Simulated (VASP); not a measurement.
Consider the following.

```
CELL_PARAMETERS angstrom
      2.77206     0.00000     0.00000
      0.00000     2.77206     0.00000
      0.00000     0.00000     3.91202
ATOMIC_POSITIONS crystal
  Ti 0.50000 0.50000 0.50000
  Ga 0.00000 0.00000 0.00000
```

The numbers are results of PBEsol GGA with spin-orbit coupling, VASP's PBE PAW potentials (set 64) (plane waves; VASP 6.6.1), not measurements. Settings: 400 eV cut-off, 12×12×9 Γ-centred mesh, Gaussian smearing of 0.050 eV, potentials Ti_sv Ga_d.

Question: Predict the energy per atom (σ→0), band gap (over mesh and band path) with the smallest direct gap where there is one.

Answer: 
| Item | Value |
|---|---|
| band gap (over mesh and band path) | none (metal, semimetal or under 0.01 eV) |
| energy per atom (σ→0) | -6.376 eV/atom |

Only differences to runs with the same potentials and settings are physical.

The structure comes from a computed database's TiGa entry (P4/mmm); how it stands against other phases isn't given here. It was relaxed first.
